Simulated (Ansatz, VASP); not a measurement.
# YS: VASP beside Ansatz, part 2 of 2

Aim: how closely do two programs agree when they are given the same cell, functional and k mesh? The cell is taken from a series of runs on this material, whose earlier steps may have relaxed, scaled, displaced or heated it; both programs get it as it stands.

VASP 6.6.1 and Ansatz 0.2.0.

So far: The starting structure; VASP: zone-centre phonons, LDA.

**3. Ansatz: zone-centre phonons, LDA**

Level of this step: Ansatz beside VASP: Kohn-Sham DFT, plane waves, LDA (Ansatz).

Ansatz runs on its default PAW (the set named soft_2) files.

The same cell, functional (in two slightly different forms), mesh and smearing now go to Ansatz, which takes its cutoff from its data sets.

Contents of input.yaml:

```yaml
crystal:
  lattice:
    - [-2.7081136257, 0.0, 2.7081136257]
    - [0.0, 2.7081136257, 2.7081136257]
    - [-2.7081136257, 2.7081136257, 0.0]
  atoms:
    - { symbol: "Y", position: [0.5, 0.5, 0.5] }
    - { symbol: S, position: [0.0, 0.0, 0.0] }
kpoints:
  mp_grid: { grid: [12, 12, 12] }
hamiltonian:
  xc: lda
scf:
  occupations: { method: methfessel_paxton, width: 0.15 }
output:
  eigenvalues: true
phonons:
  method: dfpt
  qmesh: [3, 3, 3]
  temperatures: { t_max: 1000, t_step: 50 }
  qpath:
    path:
      - [[0.0, 0.0, 0.0], [0.0, 0.5, 0.5], [0.0, 0.625, 0.375]]
      - [[-0.375, 0.375, 0.0], [0.0, 0.0, 0.0], [0.0, 0.5, 0.0], [-0.25, 0.5, 0.25], [0.0, 0.5, 0.5]]
    npoints: 12
```

Run with:

```
> ansatz run input.yaml --threads 2 --pin off --max-ram 5120MiB --backend cpu --events-out ev --progress --plain --runs-dir out
```

Numbers of over 12 decimals in the logs are rounded to 6 here.

Output:

```text
Engine: ansatz 0.2.0, x86_64-unknown-linux-gnu
Pseudopotentials: kind: paw
Pseudopotential: Y, paw, valence charge 11, recommended cutoff 420 eV (normal), Y.paw.azcp
Pseudopotential: S, paw, valence charge 6, recommended cutoff 420 eV (normal), S.paw.azcp
Functional definition: SPW92
  exchange = slater_x
  correlation = pw_c
Crystal: 2 atoms, lattice volume = 39.722 Å³
Basis set: ecut = 420 eV, 749 PW (Γ), exchange–correlation on 54×54×54 points (8 copies of the dense FFT grid, shifted against one another)
Bands: 13, of which v1, the nominal top of the filled ones, is band 9 counted from 1 (8 counted from 0)
Symmetry: 48 space group operations
k-points: 72 of 1728
Non-local potential: Y, projectors of the file, l = 0: 3, l = 1: 2, l = 2: 2, l = 3: 1
Non-local potential: S, projectors of the file, l = 0: 2, l = 1: 2, l = 2: 2
PAW form: soft (Blöchl's): semilocal exchange-correlation on the pseudo side does not see the compensation charge
PAW frozen core: Y, regenerated for the run's functional, and the local potential with it (the file was generated under x = pbe(κ = 0.804, μ = 0.219515), c = pbe(β = 0.066725))
PAW frozen core: S, regenerated for the run's functional, and the local potential with it (the file was generated under x = pbe(κ = 0.804, μ = 0.219515), c = pbe(β = 0.066725))
PAW one-centre angular grid: Y, 590 points (default); XC on 64 Gauss nodes
PAW one-centre angular grid: S, 110 points (default); XC on 64 Gauss nodes
Initial density: superposition of atomic densities (neutral atoms: chi_scale 0, normalization atom), corrected by the library's trained network
Initial wavefunctions: pseudopotential atomic-orbital guess
Functional: x = slater, c = lda
SCF iter   1: F=—  HF=-4619.523531 eV  |F-HF|=—  |Δ(HF+E_count)|=         —  Δρ=5.70e-3  dr2=7.23e-3  ethr=1.77e-3  ⟨swp⟩=5.8  Hψ=11877  notcnv=0
automatic band count: the SCF goes on with 17 bands, as 13 were too few: they end inside the smearing window of the response
preconditioner: auto → Kerker (q_TF=auto, 2.368 Å⁻¹)  [metal: Δε(μ)=0.071 eV  Ē_g=11.883 eV  σ=0.150 eV  W_gap=0.39  n_scr=14 (ndim 8)  ℏωp=17.7 eV  f_vac=0.000  D(μ)=0.44/eV (n_scr^D=0)]
SCF iter   2: F=—  HF=-4619.521180 eV  |F-HF|=—  |Δ(HF+E_count)|=   2.35e-3  S|Δr|=    0.00e0  Δρ=3.25e-3  dr2=2.62e-3  ethr=4.26e-5  ⟨swp⟩=1.1  Hψ=1819  notcnv=0
SCF iter   3: F=—  HF=-4619.520446 eV  |F-HF|=—  |Δ(HF+E_count)|=   7.35e-4  S|Δr|=    0.00e0  Δρ=4.46e-4  dr2=5.31e-5  ethr=1.54e-5  ⟨swp⟩=2.2  Hψ=1356  notcnv=0
SCF iter   4: F=—  HF=-4619.520431 eV  |F-HF|=—  |Δ(HF+E_count)|=   1.44e-5  S|Δr|=    0.00e0  Δρ=1.47e-4  dr2=5.96e-6  ethr=3.13e-7  ⟨swp⟩=2.0  Hψ=1248  notcnv=0
SCF iter   5: F=—  HF=-4619.520430 eV  |F-HF|=—  |Δ(HF+E_count)|=   1.22e-6  S|Δr|=    0.00e0  Δρ=2.42e-5  dr2=1.28e-7  ethr=3.50e-8  ⟨swp⟩=2.5  Hψ=1471  notcnv=0
SCF iter   6: F=—  HF=-4619.520430 eV  |F-HF|=—  |Δ(HF+E_count)|=   3.02e-8  S|Δr|=    0.00e0  Δρ=2.34e-6  dr2=1.45e-9  ethr=7.54e-10  ⟨swp⟩=2.2  Hψ=1389  notcnv=0
SCF iter   7: F=—  HF=-4619.520430 eV  |F-HF|=—  |Δ(HF+E_count)|=  1.14e-10  S|Δr|=    0.00e0  Δρ=4.73e-7  dr2=1.28e-10  ethr=8.51e-12  ⟨swp⟩=2.7  Hψ=1540  notcnv=0
SCF iter   8: F=-4619.520430 eV  HF=-4619.520430 eV  |F-HF|=1.82e-12  |Δ(HF+E_count)|=  3.55e-11  S|Δr|=    0.00e0  Δρ=8.27e-8  dr2=3.43e-12  ethr=1.00e-12  ⟨swp⟩=7.3  Hψ=6167  notcnv=0
SCF 1 converged in 8 iterations: F = -4619.520430 eV  dr2 = 3.43e-12
  greatest PAW one-centre occupation: 0.992 electrons in one spin orbital (limit 2), on the Y atom at site 0 (counted from 0), in its partial waves of l = 0
phonons: the bands overlap, so this run is a metal and interpolates without the dipole-dipole term. If the crystal is really an insulator or semiconductor, its LO-TO splitting is missing
NSCF: frozen V_eff on 72 k-points
NSCF: frozen V_eff on 163 k-points
DFPT response loops at q = (0, 0, 0) (fractional): preconditioner auto → Kerker (q_TF=auto, 2.368 Å⁻¹) (partly filled bands, converged f_vac=0.000); β = 1.00, the filter's whole step (`scf.mixing.beta` (0.50) is not read by the response loops under this deck's `scf.mixing.preconditioner`; to damp them name `kerker` or `kerker_dos`, under which they read `scf.mixing.beta`, and type it under 1.00, their step now; both keys bind the ground state too); Broyden in place of MSR1
NSCF: frozen V_eff on 1872 k-points
DFPT response loops at q = (0, 0, 0.333333) (fractional): mixed as the last ones told, above
NSCF: frozen V_eff on 1020 k-points
DFPT response loops at q = (0, 0.333333, 0.333333) (fractional): mixed as the last ones told, above
NSCF: frozen V_eff on 1872 k-points
DFPT response loops at q = (0, 0.333333, -0.333333) (fractional): mixed as the last ones told, above
SCF converged after 8 iterations
Stability not checked: this state was not tested for a lower state beside it, because cold or Methfessel-Paxton smearing, or corrected tetrahedra, fill the levels in a way that the test cannot read (fill_not_monotonic; see scf.lower_state_search)
Free energy (F): -4619.520430 eV
Harris-Foulkes:  -4619.520430 eV  (|F-HF|=1.82e-12)
Internal energy: -4619.522351 eV  (E = F + TS)
E sigma→0 (E₀):  -4619.520910 eV
Entropy (-TS):   0.001921 eV (0.960 meV/atom)
Fermi energy:    12.690220 eV
Step filling:    the computed levels leave a gap of 0.0663 eV = 0.4 smearing widths at the electron count; against every level under it full and every level over it empty, smearing changes F+E_penalty+E_count by +0.983 meV and its σ→0 estimate by +0.503 meV
--- Per-component energies (eV) ---
  E_band       = -70.548362
  E_kinetic    = 419.264460
  E_local      = -598.856983  (includes V_loc(G=0)·N_el)
  E_nonlocal   = 82.953494
  E_hartree    = 189.680060
  E_xc         = -271.579023
  E_vxc        = -291.022581  (∫ρ·V_xc dr)
  E_paw        = -3293.388078  (= ΣΔE_a)
  E_vpaw       = -62.246844  (= ΣTr[D̂ρ^β])
  E_aug_tail   = 0.000003  (compensation charges beyond the density's cutoff)
  E_ewald      = -1148.079067
  E_core_change = 0.482783  (= ΣΔE_core)
  E_smearing   = 0.001921  (= −TS)
  E_closure    = 0.000000  (closes the sum)
  Σ components = -4619.520430   (vs F -4619.520430, Δ=0.00e0)
--- Band table (eV; the first three rows and the last of 72) ---
  k-point 0: bands = [... 5 lower, 9.3445, 9.3445, 9.3445, 12.4404, 12.4404, 12.4404, 13.3232, 13.3232, ... 4 higher]
  k-point 1: bands = [... 5 lower, 8.9200, 9.1141, 9.1141, 12.5445, 12.5921, 12.5921, 13.6767, 13.6767, ... 4 higher]
  k-point 2: bands = [... 5 lower, 8.0145, 8.6186, 8.6186, 12.7265, 12.9904, 12.9904, 14.5855, 14.5855, ... 4 higher]
  k-point 71: bands = [... 5 lower, 7.1710, 7.4906, 7.4906, 13.5562, 13.5562, 15.5934, 16.3066, 16.7125, ... 4 higher]
--- Phonons (Γ-DFPT): 2 representative perturbations + reference (Σ response iterations 6) ---
  ASR residual: 4.270e-5 → 0.000e0 eV/Å²; symmetrization residual: 4.451e-6 eV/Å²
  ASR residual per site (eV/Å²): 4.12e-5 4.27e-5
  Γ frequencies (cm⁻¹): 0.00 0.00 0.00 310.03 310.03 310.03
--- Phonons (arbitrary-q DFPT): 4 irreducible q on the 3×3×3 mesh ---
  q = [0.0000, 0.0000, 0.0000] (star 1, of the zone-centre solve; hermiticity 1.07e-6, symmetrization 4.16e-14): -0.00 -0.00 0.00 310.03 310.03 310.03
  q = [0.0000, 0.0000, 0.3333] (star 8, 2 solved perturbations on 936 of 1728 k-point pairs; hermiticity 8.05e-7, symmetrization 7.30e-12): 126.53 126.53 144.75 297.21 297.21 304.43
  q = [0.0000, 0.3333, 0.3333] (star 6, 4 solved perturbations in 1608 linear systems a pass and spin channel, the states on 510 of 1728 k-point pairs; hermiticity 3.71e-7, symmetrization 4.18e-12): 89.47 89.47 126.04 303.77 303.77 303.79
  q = [0.0000, 0.3333, -0.3333] (star 12, 4 solved perturbations in 2892 linear systems a pass and spin channel, the states on 936 of 1728 k-point pairs; hermiticity 1.50e-7, symmetrization 2.15e-14): 112.36 125.49 133.70 297.20 303.44 303.68
  sum rule: each row above includes the acoustic sum rule's correction from the zone centre's row sums; it moved no ω² by more than (0.60 cm⁻¹)²
  mesh force constants: q→R imaginary residual 1.71e-16; ASR residual 4.270e-5 → 0.000e0 eV/Å²; symmetrization residual 7.105e-15 eV/Å²
  interpolated dispersion: 74 rows × 6 modes
  density of states and harmonic sums: on the 21×21×21 q-mesh, interpolated from the force constants of a 3×3×3 supercell (no non-analytic term)
  largest difference from the sums on the solved wave vectors: F 2.60e-2 eV, S 3.55e-5 and C_V 9.55e-6 eV/K
  zero-point energy: 0.078131 eV/cell   skipped modes (ω ≤ 0): 3   left out of the sums: 5.40e-5 of the cell's modes: C_V's classical limit lies that fraction below 3 k_B per atom; for a crystal, a wire or a layer, F and S can be off by more, and a phonons.interpolated_qmesh denser along its periods is the remedy for the sampling
```

Reading the cycles: dr2 is the Hartree energy of the density residual (eV), the measure of convergence; HF is the Harris–Foulkes estimate of the energy, which meets the free energy F at convergence.

**4. Side by side**

Known differences besides the potentials themselves: the two LDA forms differ slightly; VASP's run holds the zone centre alone; the cutoff is 420 eV in Ansatz and 500 eV in VASP; VASP's log shows a relativistic correction to its local exchange, Ansatz's none. Total energies have different zeros and are not compared.

The two programs side by side:

```
                  quantity  Ansatz   VASP  difference
optical mode 1 to 3 (cm⁻¹)   310.0  310.7     -0.23 %
```

Modes are paired by rising frequency, not by their patterns, so a pair may set unlike modes beside each other; they are those without the splitting of longitudinal modes.

**5. Outcome**

```yaml
r_m_s_difference_of_the_optical_zone_centre_modes_each_program_s_sorted_by_frequency_zone_centre_phonons_lda: 0.70 cm⁻¹
```

What this shows: The r.m.s. difference of the optical zone-centre modes, each program's sorted by frequency is 0.70 cm⁻¹ (zone-centre phonons, LDA). Such differences can come from data sets, numerical settings and the points named under the comparisons, not from the functional's error against experiment.

[Lines on the potential files, build, host, timing and source positions are cut from VASP's logs without a mark.]

[Logs are printed without paths, hosts, clocks, repeated set-up lines and the standing remarks that a program may print on its own settings, such as how far it seeks lower states.]

[Hosts, paths, dates, database ids (printed as entryN), source tags and the programs' standing remarks are cut or masked in the printed files.]
